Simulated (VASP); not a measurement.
# BaBiSb (P6_3/mmc) in VASP: a series of runs

Runs on BaBiSb. Level: PBE. Tasks: single point.

All numbers are computed with VASP 6.6.1; they aren't measurements. Logs are shortened: lines on timing, memory, paths and dates and some standing lists are left out, and cuts for length are marked.

## (1) The structure

The structure is hexagonal, space group P6_3/mmc (No. 194). Conventional cell: a = 5.220 Å, b = 5.220 Å, c = 9.607 Å, α = 90.00°, β = 90.00°, γ = 120.00°. Ba (site symmetry -3m) has 6 Sb at 3.85 Å and 6 Bi at 3.85 Å as nearest neighbours. Around Sb (site symmetry -6m2) lie 3 Bi at 3.01 Å. Around Bi (site symmetry -6m2) lie 3 Sb at 3.01 Å.

The cell was built by a generator and needn't be a form met in nature.

## (2) Single point, PBE

Input file INCAR:

```
PREC = Accurate
ENCUT = 520
EDIFF = 1E-6
ISMEAR = -1
SIGMA = 0.1
LREAL = False
LASPH = True
NELM = 80
ALGO = Normal
ISIF = 2
LWAVE = False
LCHARG = False
GGA = PE
NBANDS = 39
```

Input file KPOINTS:

```
regular mesh
0
Gamma
  4 4 2
```

Input file POSCAR:

```
BaBiSb
1.0
    5.2204520000      0.0000000000      0.0000000000
   -2.6102260000      4.5210490000      0.0000000000
    0.0000000000      0.0000000000      9.6070300000
Ba Sb Bi
2 2 2
Direct
    0.0000000000      0.0000000000      0.0000000000
    0.0000000000      0.0000000000      0.5000000000
    0.6667000000      0.3333000000      0.2500000000
    0.3334000000      0.6667000000      0.7500000000
    0.3333000000      0.6667000000      0.2500000000
    0.6666000000      0.3333000000      0.7500000000
```

Potentials or basis: VASP PAW PBE potentials, release 64 (Ba_sv, Sb, Bi_d).

Command:

```bash
cat potpaw_PBE.64/Ba_sv/POTCAR potpaw_PBE.64/Sb/POTCAR potpaw_PBE.64/Bi_d/POTCAR > POTCAR
mpirun -np 1 vasp_std > vasp.out
```

OUTCAR:

```text
PREC = Accurate
   ENCUT = 520
   EDIFF = 1E-6
   ISMEAR = -1
   LREAL = False
   LASPH = True
   NELM = 80
   ISIF = 2
   GGA = PE

 ion  position               nearest neighbor table
   1  0.000  0.000  0.000-   6 3.85   3 3.85   5 3.85   4 3.85   6 3.85   4 3.85   3 3.85   5 3.85
                             3 3.85   6 3.85   4 3.85   5 3.85
   2  0.000  0.000  0.500-   6 3.85   3 3.85   5 3.85   4 3.85   6 3.85   4 3.85   3 3.85   5 3.85
                             3 3.85   6 3.85   4 3.85   5 3.85
   3  0.667  0.333  0.250-   5 3.01   5 3.01   5 3.01   1 3.85   2 3.85   1 3.85   2 3.85   1 3.85
                             2 3.85
   4  0.333  0.667  0.750-   6 3.01   6 3.01   6 3.01   2 3.85   1 3.85   1 3.85   2 3.85   2 3.85
                             1 3.85
   5  0.333  0.667  0.250-   3 3.01   3 3.01   3 3.01   1 3.85   2 3.85   2 3.85   1 3.85   2 3.85
                             1 3.85
   6  0.667  0.333  0.750-   4 3.01   4 3.01   4 3.01   1 3.85   2 3.85   1 3.85   2 3.85   1 3.85
                             2 3.85

  LATTYP: Found a hexagonal cell.
 ALAT       =     5.2204520000
 C/A-ratio  =     1.8402678542

  Lattice vectors:

 A1 = (   5.2204520000,   0.0000000000,   0.0000000000)
 A2 = (  -2.6102260000,   4.5210490000,   0.0000000000)
 A3 = (   0.0000000000,   0.0000000000,   9.6070300000)

Analysis of symmetry for initial positions (statically):
=====================================================================
 Subroutine PRICEL returns:
 Original cell was already a primitive cell.

 Routine SETGRP: Setting up the symmetry group for a
 hexagonal supercell.

 Subroutine GETGRP returns: Found  4 space group operations
 (whereof  2 operations were pure point group operations)
 out of a pool of 24 trial point group operations.

The static configuration has the point symmetry C_2 .
 The point group associated with its full space group is C_2v.

Analysis of symmetry for dynamics (positions and initial velocities):
=====================================================================
 Subroutine PRICEL returns:
 Original cell was already a primitive cell.

 Routine SETGRP: Setting up the symmetry group for a
 hexagonal supercell.

 Subroutine GETGRP returns: Found  4 space group operations
 (whereof  2 operations were pure point group operations)
 out of a pool of 24 trial point group operations.

The dynamic configuration has the point symmetry C_2 .
 The point group associated with its full space group is C_2v.

 Subroutine INISYM returns: Found  4 space group operations
 (whereof  2 operations are pure point group operations),
[... 98 lines left out ...]
   NFREE  =      0    steps in history (QN), initial steepest desc. (CG)
   ISIF   =      2    stress and relaxation
   ISYM   =      2    0-nonsym 1-usesym 2-fastsym
   POTIM  = 0.5000    time-step for ionic-motion
   TEBEG  =    0.0;   TEEND  =   0.0 temperature during run
   PSTRESS=    0.0 pullay stress
   NELECT =      60.0000    total number of electrons
   NUPDOWN=      -1.0000    fix difference up-down
   EMIN   =  10.00;   EMAX   =-10.00  energy-range for DOS
   EFERMI =   0.00;   METHOD = LEGACY
   ISMEAR =    -1;   SIGMA  =   0.10  broadening in eV -4-tet -1-fermi 0-gaus
   EFERMI_NEDOS =   21; number of points for ismear=-14 and -15
   IALGO  =     38    algorithm
   IMIX   =      4    mixing-type and parameters
     AMIX     =   0.40;   BMIX     =  1.00
     AMIX_MAG =   1.60;   BMIX_MAG =  1.00
  volume/ion in A,a.u.               =      37.79       255.02
  Fermi-wavevector in a.u.,A,eV,Ry     =   1.051025  1.986149 15.029727  1.104654
  Thomas-Fermi vector in A             =   2.186052
   LORBIT       =      0    0 simple, 1 ext, 2 COOP (PROOUT), +10 PAW based schemes
   GGA     = PE    functional components
   LHFCALC =     F    Hartree Fock is set to
   AEXX    =    0.0000 exact exchange contribution
   IVDW    =     0    specifies the selected vdW correction
   LEPSILON=     F    determine dielectric tensor
   LRPA    =     F    only Hartree local field effects (RPA)
 non-spin polarized calculation
  energy-cutoff  :      520.00
  volume of cell :      226.74
 maximum number of plane-waves:      6116
 NGX is ok and might be reduce to    40
   NGX = 19   NGY = 19   NGZ = 35

 number of electron      60.0000000 magnetization

 Free energy of the ion-electron system (eV)
  ---------------------------------------------------
  ext. energy  EPLUGINS =         0.00000000
  ---------------------------------------------------
  free energy    TOTEN  =       -23.50952322 eV

  energy without entropy =      -23.40959223  energy(sigma->0) =      -23.45955773

 E-fermi :   5.0226     XC(G=0):  -8.9734

 val. band max:        4.9326810367   @ k =   0.0000   0.2500   0.0000
 cond. band min:       5.0428131364   @ k =   0.5000   0.2500   0.0000
 fundamental gap:      0.1101320997
 Fermi energy:         5.0226084898

 k-point     1 :       0.0000    0.0000    0.0000
  band No.  band energies     occupation
      1     -23.4563      2.00000
      2     -23.4498      2.00000
      3     -17.8477      2.00000
      4     -17.8477      2.00000
      5     -17.8475      2.00000
      6     -17.8475      2.00000
[... 577 lines left out ...]
     38       8.2456      0.00000
     39       8.6928      0.00000

------------------------ aborting loop because EDIFF is reached ----------------------------------------

  FORCE on cell =-STRESS in cart. coord.  units (eV):
  Direction    XX          YY          ZZ          XY          YZ          ZX
  --------------------------------------------------------------------------------------
  -------------------------------------------------------------------------------------
  Total        2.9780298      2.9849796     -0.1490925      0.0000000      0.0000000      0.0000000
  in kB       21.0427820     21.0918895     -1.0534888      0.0000000      0.0000000      0.0000000
  external PRESSURE =      13.6937276 kB  Pullay stress =       0.0000000 kB

 VOLUME and BASIS-vectors are now :
 -----------------------------------------------------------------------------
  energy-cutoff  :      520.00
  volume of cell :      226.74
      direct lattice vectors                 reciprocal lattice vectors
     5.220452000  0.000000000  0.000000000     0.191554295  0.110593802  0.000000000
    -2.610226000  4.521049000  0.000000000     0.000000000  0.221187605  0.000000000
     0.000000000  0.000000000  9.607030000     0.000000000  0.000000000  0.104090442

 POSITION                                       TOTAL-FORCE (eV/Angst)
 -----------------------------------------------------------------------------------
      0.00000      0.00000      0.00000        -0.000053      0.000000      0.000000
      0.00000      0.00000      4.80351        -0.000053      0.000000      0.000000
      2.61049      1.50687      2.40176        -0.001542      0.000876     -0.000000
      0.00026      3.01418      7.20527        -0.001542     -0.000876      0.000000
     -0.00026      3.01418      2.40176         0.001595     -0.000901      0.000000
      2.60996      1.50687      7.20527         0.001595      0.000901     -0.000000
 -----------------------------------------------------------------------------------
    total drift:                               -0.000013      0.000000      0.000000

  FREE ENERGIE OF THE ION-ELECTRON SYSTEM (eV)
  ---------------------------------------------------
  free  energy   TOTEN  =       -23.5095232201 eV

  energy  without entropy=      -23.4095922341  energy(sigma->0) =      -23.45955773
```

stdout:

```text
POSCAR found type information on POSCAR BaSbBi
 POSCAR found :  3 types and       6 ions
 scaLAPACK will be used
 LDA part: xc-table for (Slater+PW92), standard interpolation
 POSCAR, INCAR and KPOINTS ok, starting setup
 FFT: planning ... GRIDC
 FFT: planning ... GRID_SOFT
 FFT: planning ... GRID
 WAVECAR not read
 entering main loop
```

It took 2 min on 1 thread of Intel Xeon 6975P-C (Granite Rapids), shared host; peak memory 0.38 GiB.

What came out:

| Item | Value |
| --- | --- |
| Free energy | -23.5095 eV |
| Pressure | 1.4 GPa |
| Band gap on the k mesh | none (metal or under the smearing width) |

Levels at points of the mesh, in eV from the Fermi level:
| k point | band 28 | band 29 | band 30 | band 31 | band 32 | band 33 |
| --- | --- | --- | --- | --- | --- | --- |
| (0.00, 0.00, 0.00) | -1.94 | -0.60 | -0.60 | 0.28 | 0.54 | 0.57 |
| (0.50, 0.00, 0.00) | -1.80 | -1.73 | 0.06 | 1.55 | 2.14 | 2.22 |
| (0.00, 0.50, 0.00) | -1.80 | -1.73 | 0.06 | 1.55 | 2.14 | 2.22 |
| (0.00, 0.00, 0.50) | -3.04 | -0.15 | -0.15 | -0.15 | -0.15 | 1.16 |
| (0.50, 0.00, 0.50) | -2.07 | -1.36 | -1.36 | 2.41 | 2.41 | 2.49 |
| (0.00, 0.50, 0.50) | -2.07 | -1.36 | -1.36 | 2.41 | 2.41 | 2.49 |

Caveat: spin-orbit coupling is left out, which moves the levels of the heavy elements.

## (3) Single point, PBE

Input file INCAR:

```
SYSTEM = BaBiSb
PREC = Accurate ; ENCUT = 520
EDIFF = 1E-6 ; ISMEAR = -1
SIGMA = 0.1 ; LREAL = .False.
LASPH = .True. ; NELM = 100
ALGO = Normal ; ISIF = 2
LWAVE = .False. ; LCHARG = .False.
GGA = PE ; ISYM = 0
NBANDS = 39
```

Input file KPOINTS:

```
Automatic mesh
0
Gamma
  4 4 2
  0 0 0
```

POSCAR is that of step 2.

Potentials or basis: VASP PAW PBE potentials, release 64 (Ba_sv, Sb, Bi_d).

Command:

```bash
cat potpaw_PBE.64/Ba_sv/POTCAR potpaw_PBE.64/Sb/POTCAR potpaw_PBE.64/Bi_d/POTCAR > POTCAR
mpirun -np 1 vasp_std > vasp.out
```

It took 1.9 min on 1 thread of Intel Xeon 6975P-C (Granite Rapids), shared host; peak memory 0.39 GiB.

It converged, with:

| Quantity | Value |
| --- | --- |
| Free energy | -23.5095 eV |
| Pressure | 1.4 GPa |
| Band gap on the k mesh | none (metal or under the smearing width) |

Stress tensor (GPa, compression positive):
```
 2.10  0.00  0.00
 0.00  2.11  0.00
 0.00  0.00 -0.11
```

Levels at points of the mesh, in eV from the Fermi level:
| k point | band 28 | band 29 | band 30 | band 31 | band 32 | band 33 |
| --- | --- | --- | --- | --- | --- | --- |
| (0.00, 0.00, 0.00) | -1.94 | -0.60 | -0.60 | 0.28 | 0.54 | 0.57 |
| (0.50, 0.00, 0.00) | -1.80 | -1.73 | 0.06 | 1.55 | 2.14 | 2.22 |
| (0.00, 0.50, 0.00) | -1.80 | -1.73 | 0.06 | 1.55 | 2.14 | 2.22 |
| (0.50, 0.50, 0.00) | -1.80 | -1.73 | 0.06 | 1.55 | 2.14 | 2.22 |
| (0.00, 0.00, 0.50) | -3.04 | -0.15 | -0.15 | -0.15 | -0.15 | 1.16 |
| (0.50, 0.00, 0.50) | -2.07 | -1.36 | -1.36 | 2.41 | 2.41 | 2.49 |
| (0.00, 0.50, 0.50) | -2.07 | -1.36 | -1.36 | 2.41 | 2.41 | 2.49 |
| (0.50, 0.50, 0.50) | -2.07 | -1.36 | -1.36 | 2.41 | 2.41 | 2.49 |

Caveat: spin-orbit coupling is left out, which moves the levels of the heavy elements.
